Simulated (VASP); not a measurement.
OSZICAR of a VASP run on In32P33:

**OSZICAR**
```
...
       N       E                     dE             d eps       ncg     rms          rms(c)
DAV:   1    -0.269839383803E+03    0.18233E-01   -0.55840E+00   326   0.389E+00    0.134E+00
RMM:   2    -0.269870384234E+03   -0.31000E-01   -0.37593E-01   326   0.120E+00    0.322E-01
RMM:   3    -0.269877921208E+03   -0.75370E-02   -0.83567E-02   345   0.580E-01    0.340E-01
RMM:   4    -0.269878422606E+03   -0.50140E-03   -0.12463E-02   360   0.239E-01    0.282E-01
RMM:   5    -0.269878108727E+03    0.31388E-03   -0.50894E-03   326   0.129E-01    0.978E-02
RMM:   6    -0.269878073013E+03    0.35713E-04   -0.86622E-04   333   0.637E-02    0.628E-02
RMM:   7    -0.269877986430E+03    0.86584E-04   -0.42130E-04   328   0.357E-02    0.175E-02
RMM:   8    -0.269877999522E+03   -0.13093E-04   -0.83437E-05   296   0.181E-02    0.161E-02
RMM:   9    -0.269877998150E+03    0.13719E-05   -0.36506E-05   230   0.104E-02
  48 F= -.26987800E+03 E0= -.26987800E+03  d E =-.407190E-01
       N       E                     dE             d eps       ncg     rms          rms(c)
DAV:   1    -0.269877696186E+03    0.30334E-03   -0.20067E-01   348   0.736E-01    0.231E-01
RMM:   2    -0.269878795066E+03   -0.10989E-02   -0.13394E-02   326   0.227E-01    0.598E-02
RMM:   3    -0.269879049193E+03   -0.25413E-03   -0.28491E-03   342   0.109E-01    0.522E-02
RMM:   4    -0.269879062705E+03   -0.13512E-04   -0.45145E-04   353   0.455E-02    0.395E-02
RMM:   5    -0.269879055742E+03    0.69627E-05   -0.14139E-04   314   0.227E-02    0.121E-02
RMM:   6    -0.269879053851E+03    0.18911E-05   -0.25242E-05   216   0.111E-02
  49 F= -.26987905E+03 E0= -.26987905E+03  d E =-.417747E-01
       N       E                     dE             d eps       ncg     rms          rms(c)
DAV:   1    -0.269888525594E+03   -0.94699E-02   -0.29096E-01   334   0.936E-01    0.385E-01
RMM:   2    -0.269889726311E+03   -0.12007E-02   -0.19215E-02   326   0.288E-01    0.130E-01
RMM:   3    -0.269889922437E+03   -0.19613E-03   -0.40456E-03   343   0.136E-01    0.780E-02
RMM:   4    -0.269889887929E+03    0.34508E-04   -0.69050E-04   332   0.586E-02    0.269E-02
RMM:   5    -0.269889900873E+03   -0.12945E-04   -0.18431E-04   349   0.281E-02    0.145E-02
RMM:   6    -0.269889903356E+03   -0.24830E-05   -0.33522E-05   218   0.121E-02
  50 F= -.26988990E+03 E0= -.26988990E+03  d E =-.108495E-01
       N       E                     dE             d eps       ncg     rms          rms(c)
DAV:   1    -0.269890684875E+03   -0.78400E-03   -0.53965E-02   364   0.403E-01    0.165E-01
RMM:   2    -0.269890914461E+03   -0.22959E-03   -0.36002E-03   326   0.125E-01    0.551E-02
RMM:   3    -0.269890954038E+03   -0.39577E-04   -0.77063E-04   348   0.590E-02    0.345E-02
RMM:   4    -0.269890947177E+03    0.68613E-05   -0.12695E-04   326   0.251E-02    0.116E-02
RMM:   5    -0.269890949270E+03   -0.20933E-05   -0.31456E-05   218   0.121E-02
  51 F= -.26989095E+03 E0= -.26989095E+03  d E =-.118954E-01
       N       E                     dE             d eps       ncg     rms          rms(c)
DAV:   1    -0.269896408211E+03   -0.54610E-02   -0.42257E-01   326   0.107E+00    0.328E-01
RMM:   2    -0.269898771332E+03   -0.23631E-02   -0.28094E-02   326   0.328E-01    0.784E-02
RMM:   3    -0.269899400238E+03   -0.62891E-03   -0.62697E-03   355   0.158E-01    0.781E-02
RMM:   4    -0.269899459093E+03   -0.58855E-04   -0.10128E-03   362   0.641E-02    0.763E-02
RMM:   5    -0.269899416125E+03    0.42969E-04   -0.14936E-04   319   0.265E-02    0.427E-02
RMM:   6    -0.269899432352E+03   -0.16227E-04   -0.25476E-04   329   0.240E-02    0.290E-02
RMM:   7    -0.269899409903E+03    0.22449E-04   -0.81243E-05   280   0.142E-02    0.952E-03
RMM:   8    -0.269899413711E+03   -0.38080E-05   -0.25053E-05   215   0.777E-03
  52 F= -.26989941E+03 E0= -.26989941E+03  d E =-.846444E-02
       N       E                     dE             d eps       ncg     rms          rms(c)
DAV:   1    -0.269900260029E+03   -0.85013E-03   -0.86387E-02   356   0.482E-01    0.148E-01
RMM:   2    -0.269900725867E+03   -0.46584E-03   -0.56116E-03   326   0.147E-01    0.363E-02
RMM:   3    -0.269900854236E+03   -0.12837E-03   -0.12816E-03   355   0.711E-02    0.347E-02
RMM:   4    -0.269900866913E+03   -0.12677E-04   -0.20642E-04   327   0.289E-02    0.339E-02
RMM:   5    -0.269900857689E+03    0.92236E-05   -0.32317E-05   221   0.122E-02
  53 F= -.26990086E+03 E0= -.26990086E+03  d E =-.990842E-02
       N       E                     dE             d eps       ncg     rms          rms(c)
DAV:   1    -0.269896998817E+03    0.38681E-02   -0.34495E-01   326   0.965E-01    0.304E-01
RMM:   2    -0.269898859333E+03   -0.18605E-02   -0.22838E-02   326   0.296E-01    0.749E-02
RMM:   3    -0.269899393889E+03   -0.53456E-03   -0.53018E-03   355   0.144E-01    0.685E-02
RMM:   4    -0.269899444548E+03   -0.50659E-04   -0.84016E-04   361   0.586E-02    0.662E-02
RMM:   5    -0.269899409818E+03    0.34730E-04   -0.13307E-04   318   0.248E-02    0.351E-02
RMM:   6    -0.269899425181E+03   -0.15363E-04   -0.18872E-04   324   0.210E-02    0.245E-02
RMM:   7    -0.269899407769E+03    0.17412E-04   -0.76340E-05   279   0.133E-02    0.953E-03
RMM:   8    -0.269899409683E+03   -0.19148E-05   -0.15336E-05   206   0.666E-03
  54 F= -.26989941E+03 E0= -.26989941E+03  d E =-.846041E-02
       N       E                     dE             d eps       ncg     rms          rms(c)
DAV:   1    -0.269899674886E+03   -0.26712E-03   -0.19224E-01   326   0.720E-01    0.218E-01
RMM:   2    -0.269900761056E+03   -0.10862E-02   -0.12882E-02   326   0.222E-01    0.521E-02
RMM:   3    -0.269901047084E+03   -0.28603E-03   -0.28331E-03   353   0.106E-01    0.536E-02
RMM:   4    -0.269901078200E+03   -0.31116E-04   -0.47856E-04   360   0.435E-02    0.545E-02
RMM:   5    -0.269901056852E+03    0.21348E-04   -0.64294E-05   264   0.175E-02    0.327E-02
RMM:   6    -0.269901072112E+03   -0.15259E-04   -0.19013E-04   328   0.189E-02    0.275E-02
RMM:   7    -0.269901054231E+03    0.17880E-04   -0.27869E-05   220   0.922E-03    0.953E-03
RMM:   8    -0.269901055322E+03   -0.10906E-05   -0.47766E-05   242   0.873E-03
  55 F= -.26990106E+03 E0= -.26990106E+03  d E =-.101061E-01
       N       E                     dE             d eps       ncg     rms          rms(c)
DAV:   1    -0.269905348258E+03   -0.42940E-02   -0.17773E-01   326   0.720E-01    0.234E-01
RMM:   2    -0.269906319407E+03   -0.97115E-03   -0.12100E-02   326   0.222E-01    0.578E-02
RMM:   3    -0.269906575649E+03   -0.25624E-03   -0.26842E-03   344   0.108E-01    0.560E-02
RMM:   4    -0.269906594421E+03   -0.18772E-04   -0.44304E-04   353   0.455E-02    0.450E-02
RMM:   5    -0.269906583915E+03    0.10506E-04   -0.16935E-04   322   0.241E-02    0.131E-02
RMM:   6    -0.269906583412E+03    0.50333E-06   -0.28833E-05   218   0.118E-02
  56 F= -.26990658E+03 E0= -.26990658E+03  d E =-.552809E-02
       N       E                     dE             d eps       ncg     rms          rms(c)
DAV:   1    -0.269905072404E+03    0.15115E-02   -0.64963E-01   329   0.138E+00    0.453E-01
RMM:   2    -0.269908629357E+03   -0.35570E-02   -0.44252E-02   326   0.425E-01    0.112E-01
RMM:   3    -0.269909581275E+03   -0.95192E-03   -0.99227E-03   346   0.207E-01    0.108E-01
RMM:   4    -0.269909641163E+03   -0.59888E-04   -0.15693E-03   352   0.867E-02    0.842E-02
RMM:   5    -0.269909608962E+03    0.32201E-04   -0.59239E-04   326   0.458E-02    0.230E-02
RMM:   6    -0.269909608582E+03    0.38066E-06   -0.10586E-04   316   0.226E-02    0.154E-02
RMM:   7    -0.269909601814E+03    0.67679E-05   -0.45824E-05   242   0.120E-02
  57 F= -.26990960E+03 E0= -.26990960E+03  d E =-.854649E-02
       N       E                     dE             d eps       ncg     rms          rms(c)
DAV:   1    -0.269909628763E+03   -0.20182E-04   -0.26166E-02   356   0.277E-01    0.864E-02
RMM:   2    -0.269909770643E+03   -0.14188E-03   -0.17521E-03   326   0.846E-02    0.219E-02
RMM:   3    -0.269909804823E+03   -0.34180E-04   -0.36810E-04   335   0.405E-02    0.214E-02
RMM:   4    -0.269909807613E+03   -0.27901E-05   -0.62993E-05   263   0.176E-02
  58 F= -.26990981E+03 E0= -.26990981E+03  d E =-.875229E-02
       N       E                     dE             d eps       ncg     rms          rms(c)
DAV:   1    -0.269911953247E+03   -0.21484E-02   -0.16942E-01   329   0.719E-01    0.234E-01
RMM:   2    -0.269912813327E+03   -0.86008E-03   -0.11016E-02   326   0.220E-01    0.623E-02
RMM:   3    -0.269913021668E+03   -0.20834E-03   -0.23987E-03   346   0.106E-01    0.587E-02
RMM:   4    -0.269913018317E+03    0.33513E-05   -0.34685E-04   341   0.436E-02    0.358E-02
RMM:   5    -0.269913014944E+03    0.33728E-05   -0.12651E-04   324   0.228E-02    0.934E-03
RMM:   6    -0.269913014652E+03    0.29207E-06   -0.24026E-05   214   0.109E-02
  59 F= -.26991301E+03 E0= -.26991301E+03  d E =-.320704E-02
       N       E                     dE             d eps       ncg     rms          rms(c)
DAV:   1    -0.269912562102E+03    0.45284E-03   -0.17538E-01   348   0.731E-01    0.240E-01
RMM:   2    -0.269913457713E+03   -0.89561E-03   -0.11474E-02   326   0.225E-01    0.639E-02
RMM:   3    -0.269913680486E+03   -0.22277E-03   -0.25438E-03   348   0.108E-01    0.618E-02
RMM:   4    -0.269913678083E+03    0.24024E-05   -0.36548E-04   343   0.445E-02    0.381E-02
RMM:   5    -0.269913674218E+03    0.38654E-05   -0.13805E-04   328   0.236E-02    0.102E-02
RMM:   6    -0.269913673741E+03    0.47753E-06   -0.25144E-05   213   0.113E-02
  60 F= -.26991367E+03 E0= -.26991367E+03  d E =-.386613E-02
```

Question: Which electronic solver shows in the log?

Answer: It is blocked Davidson (ALGO = Normal, or the opening steps of other solvers) and then RMM-DIIS (ALGO = Fast or VeryFast). The INCAR had ALGO = Fast.

Question: Can the final energy be trusted as converged?

Answer: Convergence was not reached. It stopped with EDIFF = 1E-5, NELM = 100, NSW = 60 and EDIFFG = -0.03 after 60 ionic steps (PBE GGA, plane waves, VASP's PBE PAW potentials (set 64)). The run did not end as a converged relaxation. The cell is charged, with a uniform compensating background. The supercell is sampled at Γ alone, which is coarse: total energies, pressure and levels can be off, energies of defects by several tenths of an eV.

The cell is a supercell with a defect, built from InP (zinc blende): P_i, charge +1. The run is not spin-polarised, so no state with unpaired spins was tried.
